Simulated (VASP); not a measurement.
Data:

```yaml
crystal:
  lattice:
    - [0.00000, 2.88072, 2.88072]
    - [2.88072, 0.00000, 2.88072]
    - [2.88072, 2.88072, 0.00000]
  atoms:
    - { symbol: Ag, position: [0.00000, 0.00000, 0.00000] }
    - { symbol: Cl, position: [0.50000, 0.50000, 0.50000] }
```

The numbers are results of RPBE GGA, VASP's PBE PAW potentials (set 64) (plane waves; VASP), not measurements. Run with 520 eV cut-off, Gaussian smearing of 0.050 eV, potentials Ag Cl.

Task: Give the energies of bands 2 to 11 at the high-symmetry points, in eV from the valence-band maximum.

Result: 
```tsv
band	Γ	X	U	L	W
2	-2.01	-3.48	-3.43	-4.28	-3.46
3	-2.01	-2.46	-3.36	-3.44	-3.21
4	-2.01	-2.46	-3.12	-3.44	-3.21
5	-1.98	-2.24	-1.91	-1.75	-1.68
6	-1.98	-1.84	-1.70	-1.75	-1.66
7	-1.87	-1.66	-1.56	-1.48	-1.66
8	-1.87	-1.66	-1.39	0.00	-1.66
9	-1.87	-1.63	-0.84	0.00	-0.92
10	1.16	2.69	3.75	4.74	4.16
11	10.98	8.35	7.44	6.07	8.04
```

The gap is indirect, 1.16 eV, from the valence maximum at L to the conduction minimum at Γ.

The compound is AgCl in the rock salt structure. It was relaxed first, which changed the volume by +12 %.
